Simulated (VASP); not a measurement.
Consider the following.

```yaml
crystal:
  lattice:
    - [0.00000, 2.41252, 2.41252]
    - [2.41252, 0.00000, 2.41252]
    - [2.41252, 2.41252, 0.00000]
  atoms:
    - { symbol: B, position: [0.00000, 0.00000, 0.00000] }
    - { symbol: As, position: [0.25000, 0.25000, 0.25000] }
```

All values below come from optB88-vdW, VASP's PBE PAW potentials (set 64) (plane waves; VASP). Settings: 520 eV cut-off, Gaussian smearing of 0.050 eV, potentials B As.

Give the energies of bands 2 to 7 at the high-symmetry points, in eV from the valence-band maximum.

```csv
band,Γ,X,U,L,W
2,0.00,-8.29,-7.94,-8.50,-7.86
3,0.00,-3.92,-5.69,-1.75,-5.24
4,0.00,-3.92,-3.35,-1.75,-4.96
5,3.28,1.56,2.14,2.54,5.30
6,3.28,1.56,5.51,4.80,5.78
7,3.28,11.02,9.01,4.80,6.81
```

The gap is indirect, 1.29 eV, from the valence maximum at Γ to the conduction minimum at Γ-X at 0.79.

Measured: gap 1.82 eV (computed value off by -0.53 eV), as given by Wikipedia, List of semiconductor materials.

The compound is BAs in the zinc blende structure. It was relaxed first.
